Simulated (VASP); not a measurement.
Input for VASP

**KPOINTS**
```
Automatic
0
G
  4 4 4
0 0 0
```

INCAR:
```
# general
SYSTEM =CsPbBr3
PREC   =Accurate
ENCUT  =500
LREAL  =.FALSE.
LASPH  =.TRUE.

# electronic loop
EDIFF  =1E-6
NELM   =100
ALGO   =Normal
LMAXMIX=4

# smearing
ISMEAR =0
SIGMA  =0.05

# ions
IBRION =2
NSW    =40
ISIF   =3
EDIFFG =-0.02
PSTRESS=100

# output
LWAVE  =.FALSE.
LCHARG =.FALSE.
```

File POSCAR:
```
CsPbBr3
1
    5.5199244457     0.0000000000     0.0000000000
    0.0000000000     5.5199244457     0.0000000000
    0.0000000000     0.0000000000     5.5199244457
Cs Pb Br
1 1 3
Direct
  0.0000000000   0.0000000000   0.0000000000
  0.5000000000   0.5000000000   0.5000000000
  0.5000000000   0.0000000000   0.5000000000
  0.0000000000   0.5000000000   0.5000000000
  0.5000000000   0.5000000000   0.0000000000
```

POTCAR, in this order: Cs_sv Pb_d Br (LDA.64 set). Program: vasp_std.

Write an equivalent input for Quantum ESPRESSO's pw.x.

One equivalent input (not run):
```
&CONTROL
  calculation = 'vc-relax'
  pseudo_dir = './pseudo'
  outdir = './out'
  tprnfor = .true.
  tstress = .true.
  nstep = 40
  forc_conv_thr = 0.00078
/
&SYSTEM
  ibrav = 0
  nat = 5
  ntyp = 3
  ecutwfc = 56
  occupations = 'smearing'
  smearing = 'gaussian'
  degauss = 0.003675
  input_dft = 'pz'
/
&ELECTRONS
  conv_thr = 7.3e-08
  electron_maxstep = 100
/
&IONS
/
&CELL
  press = 100
/
ATOMIC_SPECIES
  Cs 132.905 Cs.upf
  Pb 207.200 Pb.upf
  Br 79.904 Br.upf
CELL_PARAMETERS angstrom
     5.5199244    0.0000000    0.0000000
     0.0000000    5.5199244    0.0000000
     0.0000000    0.0000000    5.5199244
ATOMIC_POSITIONS crystal
  Cs   0.0000000  0.0000000  0.0000000
  Pb   0.5000000  0.5000000  0.5000000
  Br   0.5000000  0.0000000  0.5000000
  Br   0.0000000  0.5000000  0.5000000
  Br   0.5000000  0.5000000  0.0000000
K_POINTS automatic
  4 4 4 0 0 0
```
What does not carry over: the potentials are each code's own (VASP's PAW set, PseudoDojo norm-conserving files in pw.x), so ENCUT and ecutwfc are chosen apart and not converted; conv_thr bounds pw.x's estimated SCF error, while EDIFF bounds the energy change between steps; forc_conv_thr acts on force components and is met together with etot_conv_thr.

The compound is CsPbBr3 in the cubic perovskite structure, the ideal cubic form; the compound distorts at low or room temperature. This run relaxes it under an external pressure of 10 GPa. Symmetry was kept, so distortions that lower it aren't found.
